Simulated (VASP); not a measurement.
# CsCdCl2 (P4/mmm) in VASP: relaxation of cell and atoms with PBE

Aim: the relaxation of cell and atoms of CsCdCl2 with PBE.

Program: VASP 6.6.1. These are calculated values, not measurements. Logs are shortened: lines on timing, memory, paths and dates and some standing lists are left out, and cuts for length are marked.

### 1 Starting point

It takes space group P4/mmm (No. 123, tetragonal). Conventional cell: a = 3.825 Å, b = 3.825 Å, c = 7.650 Å, α = 90.00°, β = 90.00°, γ = 90.00°. Around Cs (site symmetry 4/mmm) lie 8 Cl at 3.31 Å. Cd (site symmetry 4/mmm) is surrounded by 8 Cl at 3.31 Å. Around Cl (site symmetry 4mm) lie 4 Cs at 3.31 Å and 4 Cd at 3.31 Å.

The cell was built by a generator and needn't be a form met in nature.

### 2 Relaxation of cell and atoms, PBE

INCAR reads:

```
SYSTEM = CsCdCl2
  PREC = Accurate
  ENCUT = 600
  EDIFF = 1E-6
  ISMEAR = 0
  SIGMA = 0.1
  LREAL = .False.
  LASPH = .True.
  NELM = 100
  ALGO = Normal
  ISIF = 3
  LWAVE = .False.
  LCHARG = .False.
  GGA = PE
  IBRION = 2
  NSW = 90
  EDIFFG = -0.04
```

KPOINTS reads:

```
regular mesh
0
Gamma
  4 4 2
  0 0 0
```

POSCAR reads:

```
CsCdCl2
1.0
    3.8249455300      0.0000000000      0.0000000000
    0.0000000000      3.8249455300      0.0000000000
    0.0000000000      0.0000000000      7.6498910700
Cs Cd Cl
1 1 2
Direct
    0.0000000000      0.0000000000      0.5000000000
    0.0000000000      0.0000000000      0.0000000000
    0.5000000000      0.5000000000      0.2500000000
    0.5000000000      0.5000000000      0.7500000000
```

Potentials or basis: VASP PAW PBE potentials, release 64 (Cs_sv, Cd, Cl).

The run is started by

```console
> cat potpaw_PBE.64/Cs_sv/POTCAR potpaw_PBE.64/Cd/POTCAR potpaw_PBE.64/Cl/POTCAR > POTCAR
> mpirun -np 1 vasp_std > vasp.out
```

OUTCAR:

```text
SYSTEM = CsCdCl2
   PREC = Accurate
   ENCUT = 600
   EDIFF = 1E-6
   ISMEAR = 0
   LREAL = .False.
   LASPH = .True.
   NELM = 100
   ISIF = 3
   GGA = PE
   IBRION = 2
   NSW = 90
   EDIFFG = -0.04

 ion  position               nearest neighbor table
   1  0.000  0.000  0.500-
   2  0.000  0.000  0.000-
   3  0.500  0.500  0.250-
   4  0.500  0.500  0.750-

  LATTYP: Found a simple tetragonal cell.
 ALAT       =     3.8249455300
 C/A-ratio  =     2.0000000026

  Lattice vectors:

 A1 = (   3.8249455300,   0.0000000000,   0.0000000000)
 A2 = (   0.0000000000,   3.8249455300,   0.0000000000)
 A3 = (   0.0000000000,   0.0000000000,   7.6498910700)

Analysis of symmetry for initial positions (statically):
=====================================================================
 Subroutine PRICEL returns:
 Original cell was already a primitive cell.

 Routine SETGRP: Setting up the symmetry group for a
 simple tetragonal supercell.

 Subroutine GETGRP returns: Found 16 space group operations
 (whereof 16 operations were pure point group operations)
 out of a pool of 16 trial point group operations.

The static configuration has the point symmetry D_4h.

Analysis of symmetry for dynamics (positions and initial velocities):
=====================================================================
 Subroutine PRICEL returns:
 Original cell was already a primitive cell.

 Routine SETGRP: Setting up the symmetry group for a
 simple tetragonal supercell.

 Subroutine GETGRP returns: Found 16 space group operations
 (whereof 16 operations were pure point group operations)
 out of a pool of 16 trial point group operations.

The dynamic configuration has the point symmetry D_4h.

 Subroutine INISYM returns: Found 16 space group operations
 (whereof 16 operations are pure point group operations),
 and found     1 'primitive' translations

----------------------------------------------------------------------------------------

                                     Primitive cell

  volume of cell :     111.9195

  direct lattice vectors                    reciprocal lattice vectors
     3.824945530  0.000000000  0.000000000     0.261441632  0.000000000  0.000000000
     0.000000000  3.824945530  0.000000000     0.000000000  0.261441632  0.000000000
     0.000000000  0.000000000  7.649891070     0.000000000  0.000000000  0.130720816

  length of vectors
     3.824945530  3.824945530  7.649891070     0.261441632  0.261441632  0.130720816

  position of ions in fractional coordinates (direct lattice)
     0.000000000  0.000000000  0.500000000
     0.000000000  0.000000000  0.000000000
     0.500000000  0.500000000  0.250000000
     0.500000000  0.500000000  0.750000000

  ion indices of the primitive-cell ions
   primitive index   ion index
                 1           1
                 2           2
                 3           3
                 4           4

----------------------------------------------------------------------------------------

 KPOINTS: regular mesh

Automatic generation of k-mesh.
 Grid dimensions read from file:
 generate k-points for:    4    4    2

 Generating k-lattice:

  Cartesian coordinates                     Fractional coordinates (reciprocal lattice)
     0.065360408  0.000000000  0.000000000     0.250000000  0.000000000  0.000000000
     0.000000000  0.065360408  0.000000000     0.000000000  0.250000000  0.000000000
     0.000000000  0.000000000  0.065360408     0.000000000  0.000000000  0.500000000

  Length of vectors
     0.065360408  0.065360408  0.065360408

  Shift w.r.t. Gamma in fractional coordinates (k-lattice)
     0.000000000  0.000000000  0.000000000

 Subroutine IBZKPT returns following result:
 ===========================================

 Found     12 irreducible k-points:

 Following reciprocal coordinates:
            Coordinates               Weight
  0.000000  0.000000  0.000000      1.000000
  0.250000  0.000000  0.000000      4.000000
  0.500000  0.000000  0.000000      2.000000
  0.250000  0.250000  0.000000      4.000000
  0.500000  0.250000  0.000000      4.000000
  0.500000  0.500000  0.000000      1.000000
  0.000000  0.000000  0.500000      1.000000
  0.250000  0.000000  0.500000      4.000000
  0.500000  0.000000  0.500000      2.000000
  0.250000  0.250000  0.500000      4.000000
  0.500000  0.250000  0.500000      4.000000
  0.500000  0.500000  0.500000      1.000000
   k-points           NKPTS =     12   k-points in BZ     NKDIM =     12   number of bands    NBANDS=     21
   number of dos      NEDOS =    301   number of ions     NIONS =      4
   total plane-waves  NPLWV =  65536
   dimension x,y,z NGX =    32 NGY =   32 NGZ =   64
   dimension x,y,z NGXF=    64 NGYF=   64 NGZF=  128
   ions per type =               1   1   2
   NGX,Y,Z   is equivalent  to a cutoff of  13.91, 13.91, 13.91 a.u.
   NGXF,Y,Z  is equivalent  to a cutoff of  27.82, 27.82, 27.82 a.u.
 SYSTEM =  CsCdCl2
   PREC   = accura    normal or accurate (medium, high low for compatibility)
   ISTART =      0    job   : 0-new  1-cont  2-samecut
   ICHARG =      2    charge: 1-file 2-atom 10-const
   ISPIN  =      1    spin polarized calculation?
   LNONCOLLINEAR =      F non collinear calculations
   LSORBIT =      F    spin-orbit coupling
   LASPH  =      T    aspherical Exc in radial PAW
   ENCUT  =  600.0 eV  44.10 Ry    6.64 a.u.   7.64  7.64 15.28*2*pi/ulx,y,z
   NELM   =    100;   NELMIN=  2; NELMDL= -5     # of ELM steps
   EDIFF  = 0.1E-05   stopping-criterion for ELM
   LREAL  =      F    real-space projection
   EDIFFG = -.4E-01   stopping-criterion for IOM
   NSW    =     90    number of steps for IOM
   IBRION =      2    ionic relax: 0-MD 1-quasi-New 2-CG
   NFREE  =      1    steps in history (QN), initial steepest desc. (CG)
   ISIF   =      3    stress and relaxation
   ISYM   =      2    0-nonsym 1-usesym 2-fastsym
   POTIM  = 0.5000    time-step for ionic-motion
   TEBEG  =    0.0;   TEEND  =   0.0 temperature during run
   PSTRESS=    0.0 pullay stress
   NELECT =      35.0000    total number of electrons
   NUPDOWN=      -1.0000    fix difference up-down
   EMIN   =  10.00;   EMAX   =-10.00  energy-range for DOS
   EFERMI =   0.00;   METHOD = LEGACY
   ISMEAR =     0;   SIGMA  =   0.10  broadening in eV -4-tet -1-fermi 0-gaus
   EFERMI_NEDOS =   21; number of points for ismear=-14 and -15
   IALGO  =     38    algorithm
   IMIX   =      4    mixing-type and parameters
     AMIX     =   0.40;   BMIX     =  1.00
     AMIX_MAG =   1.60;   BMIX_MAG =  1.00
  volume/ion in A,a.u.               =      27.98       188.82
  Fermi-wavevector in a.u.,A,eV,Ry     =   1.111209  2.099880 16.800264  1.234785
  Thomas-Fermi vector in A             =   2.247769
   LORBIT       =      0    0 simple, 1 ext, 2 COOP (PROOUT), +10 PAW based schemes
   GGA     = PE    functional components
   LHFCALC =     F    Hartree Fock is set to
   AEXX    =    0.0000 exact exchange contribution
   IVDW    =     0    specifies the selected vdW correction
   LEPSILON=     F    determine dielectric tensor
   LRPA    =     F    only Hartree local field effects (RPA)
 conjugate gradient relaxation of ions
 non-spin polarized calculation
 Gauss-broadening in eV      SIGMA  =   0.10
  energy-cutoff  :      600.00
  volume of cell :      111.92
 maximum number of plane-waves:      3754
 NGX is ok and might be reduce to    32
   NGX = 15   NGY = 15   NGZ = 31

--------------------------------------- Ionic step        1  -------------------------------------------

 number of electron      35.0000002 magnetization

 Free energy of the ion-electron system (eV)
  ---------------------------------------------------
  ext. energy  EPLUGINS =         0.00000000
  ---------------------------------------------------
  free energy    TOTEN  =        -9.11403344 eV

  energy without entropy =       -9.08884036  energy(sigma->0) =       -9.10143690

------------------------ aborting loop because EDIFF is reached ----------------------------------------

  FORCE on cell =-STRESS in cart. coord.  units (eV):
  Direction    XX          YY          ZZ          XY          YZ          ZX
  --------------------------------------------------------------------------------------
  -------------------------------------------------------------------------------------
  Total        2.0836717      2.0836717      2.3364275      0.0000000     -0.0000000     -0.0000000
  in kB       29.8286857     29.8286857     33.4469975      0.0000000     -0.0000000     -0.0000000
  external PRESSURE =      31.0347896 kB  Pullay stress =       0.0000000 kB

 VOLUME and BASIS-vectors are now :
 -----------------------------------------------------------------------------
  energy-cutoff  :      600.00
  volume of cell :      111.92
      direct lattice vectors                 reciprocal lattice vectors
     3.824945530  0.000000000  0.000000000     0.261441632  0.000000000  0.000000000
     0.000000000  3.824945530  0.000000000     0.000000000  0.261441632  0.000000000
     0.000000000  0.000000000  7.649891070     0.000000000  0.000000000  0.130720816
[... 267 lines left out ...]
 POSITION                                       TOTAL-FORCE (eV/Angst)
 -----------------------------------------------------------------------------------
     -0.00000     -0.00000      3.95644        -0.000000     -0.000000      0.000000
      0.00000      0.00000     -0.00000        -0.000000     -0.000000      0.000000
      1.96827      1.96827      1.76064         0.000000      0.000000     -0.042315
      1.96827      1.96827      6.15224        -0.000000     -0.000000      0.042315
 -----------------------------------------------------------------------------------
    total drift:                                0.000000     -0.000000     -0.000000

  FREE ENERGIE OF THE ION-ELECTRON SYSTEM (eV)
  ---------------------------------------------------
  free  energy   TOTEN  =        -9.3743180685 eV

  energy  without entropy=       -9.3504776853  energy(sigma->0) =       -9.36239788

--------------------------------------- Ionic step        9  -------------------------------------------

 number of electron      35.0000000 magnetization

 Free energy of the ion-electron system (eV)
  ---------------------------------------------------
  ext. energy  EPLUGINS =         0.00000000
  ---------------------------------------------------
  free energy    TOTEN  =        -9.37464499 eV

  energy without entropy =       -9.35081896  energy(sigma->0) =       -9.36273197

 E-fermi :   1.8816     XC(G=0):  -8.6995

 val. band max:        1.7827425903   @ k =   0.2500   0.0000   0.0000
 cond. band min:       1.8832278867   @ k =   0.2500   0.2500   0.0000
 fundamental gap:      0.1004852963
 Fermi energy:         1.8816316298

 k-point     1 :       0.0000    0.0000    0.0000
  band No.  band energies     occupation
      1     -19.9506      2.00000
      2     -12.9902      2.00000
      3     -12.8715      2.00000
      4      -6.6682      2.00000
      5      -6.3152      2.00000
      6      -6.3123      2.00000
[... 13 lines left out ...]
     20       5.2438      0.00000
     21       5.3373      0.00000
[... 284 lines left out ...]
 POSITION                                       TOTAL-FORCE (eV/Angst)
 -----------------------------------------------------------------------------------
     -0.00000     -0.00000      3.95284         0.000000      0.000000      0.000000
      0.00000      0.00000     -0.00000         0.000000      0.000000      0.000000
      1.96649      1.96649      1.74938         0.000000      0.000000     -0.014963
      1.96649      1.96649      6.15629        -0.000000     -0.000000      0.014963
 -----------------------------------------------------------------------------------
    total drift:                                0.000000     -0.000000      0.000000

  FREE ENERGIE OF THE ION-ELECTRON SYSTEM (eV)
  ---------------------------------------------------
  free  energy   TOTEN  =        -9.3746449930 eV

  energy  without entropy=       -9.3508189564  energy(sigma->0) =       -9.36273197

 reached required accuracy - stopping structural energy minimisation
```

It took 2.4 min on 1 thread of Intel Xeon Platinum 8488C (Sapphire Rapids), shared host; peak memory 0.27 GiB.

Results:

```yaml
Free_energy: -9.3746 eV
Relaxed_volume: 30.57 Å³/atom
Relaxed_cell: a = 3.933 Å, b = 3.933 Å, c = 7.906 Å, α = 90.00°, β = 90.00°, γ = 90.00°
Space_group_after_relaxing_to_0.05_Å: P4/mmm (No. 123)
Energy_gained_by_relaxing: 65.2 meV/atom
Ionic_steps: 9
Pressure_after_relaxing: 0.1 GPa
Largest_force_after_relaxing: 0.015 eV/Å
Band_gap_on_the_k_mesh: none (metal or under the smearing width)
```

Forces in eV/Å, atoms in the order of the input:
```
Cs   0.000  0.000  0.000
Cd   0.000  0.000  0.000
Cl   0.000  0.000 -0.015
Cl   0.000  0.000  0.015
```

Step by step:
```
step  energy change (eV)  largest force (eV/Å)  pressure (GPa)  volume (Å³)
   1              0.0000                0.7380            3.10       111.92
   2             -0.1503                0.5198            0.79       120.93
   3             -0.1810                0.3782           -0.54       128.73
   4             -0.1812                0.3878           -0.44       128.10
   5             -0.2019                0.3465           -0.39       127.21
   6             -0.2471                0.1866           -0.16       124.57
   7             -0.2327                0.2742            0.67       119.39
   8             -0.2603                0.0423            0.09       122.62
   9             -0.2606                0.0150            0.14       122.29
```

Final structure:
```
Cs Cd Cl
1.0
     3.93298    0.00000    0.00000
     0.00000    3.93298    0.00000
     0.00000    0.00000    7.90567
Cs Cd Cl
1 1 2
Direct
  0.00000 0.00000 0.50000
  0.00000 0.00000 0.00000
  0.50000 0.50000 0.22128
  0.50000 0.50000 0.77872
```

Caveat: the k mesh is coarse (spacing up to 0.41 Å⁻¹), so the values aren't converged; an odd number of electrons without spin polarisation forces a metal; a magnetic or distorted state may lie lower.
